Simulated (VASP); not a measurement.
Energy against volume of HfO2 (fluorite). All values below come from vdW-DF-cx, VASP's PBE PAW potentials (set 64) (plane waves; VASP). Numerical set-up: 520 eV cut-off, 8×8×8 Γ-centred mesh, Gaussian smearing of 0.050 eV, potentials Hf_pv O.

| V (Å³/atom) | E (eV/atom) |
|---|---|
| 9.989 | -8.37559 |
| 10.307 | -8.40351 |
| 10.626 | -8.41250 |
| 10.945 | -8.40541 |

### Question
Fit these four points and predict the energy of the run at 11.264 Å³/atom.

### Answer
A cubic in V^(−2/3), the third-order Birch-Murnaghan form, passes through the four points with V0 = 10.64 Å³/atom and B0 = 267 GPa, and gives -8.3848 eV/atom there. The run gave -8.3845 eV/atom, +0.2 meV/atom from the fit; all five points give B0 = 268 GPa.

The compound is HfO2 in the fluorite structure, the high-temperature cubic form, which is unstable at 0 K; the monoclinic form is the stable one. It was relaxed first.
